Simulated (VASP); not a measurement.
Data:

```xyz
3
Lattice="0.0000 3.0588 3.0588 3.0588 0.0000 3.0588 3.0588 3.0588 0.0000" Properties=species:S:1:pos:R:3 pbc="T T T"
Al     1.5294     1.5294     1.5294
Al     4.5883     4.5883     4.5883
Au     0.0000     0.0000     0.0000
```

Level of theory: r2SCAN meta-GGA, VASP's PBE PAW potentials (set 64) (plane waves; VASP 6.6.1). Run with 520 eV cut-off, 9×9×9 Γ-centred mesh, first-order Methfessel-Paxton smearing of 0.10 eV, potentials Al Au.

Task: Give the stress tensor in GPa (positive for a compressed cell).

Result: 
```
-5.86   0.00   0.00
 0.00  -5.86   0.00
 0.00   0.00  -5.86
```
The pressure is its mean diagonal, -5.86 GPa.

The compound is AuAl2 in the fluorite structure. This cell is one point of a volume scan, at 1.06 of the reference volume. The electron count is odd and the run is not spin-polarised, which forces a metal.
